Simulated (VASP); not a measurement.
Given:

```yaml
crystal:
  lattice:
    - [1.78529, -3.09222, 0.00000]
    - [1.78529, 3.09222, 0.00000]
    - [0.00000, 0.00000, 5.74199]
  atoms:
    - { symbol: Hf, position: [0.00000, 0.00000, 0.00000] }
    - { symbol: S, position: [0.33333, 0.66667, 0.25267] }
    - { symbol: S, position: [0.66667, 0.33333, 0.74733] }
```

These are PBEsol GGA, VASP's PBE PAW potentials (set 64) (plane waves; VASP) values and carry that method's errors. Numerical set-up: 480 eV cut-off, 8×8×4 Γ-centred mesh, Gaussian smearing of 0.050 eV, potentials Hf_pv S.

Without a dispersion term in the relaxation, distances and binding between the weakly bound layers, chains or molecules are unreliable, and so is what depends on them.

Q: Predict the energy per atom (σ→0), pressure.

A: 
| Item | Value |
|---|---|
| energy per atom (σ→0) | -8.018 eV/atom |
| pressure | 1.02 GPa |

Total energies compare only between runs with the same potentials, cut-off and functional.

The compound is HfS2 in the 1T layered structure. It was relaxed first under an external pressure of 1 GPa.
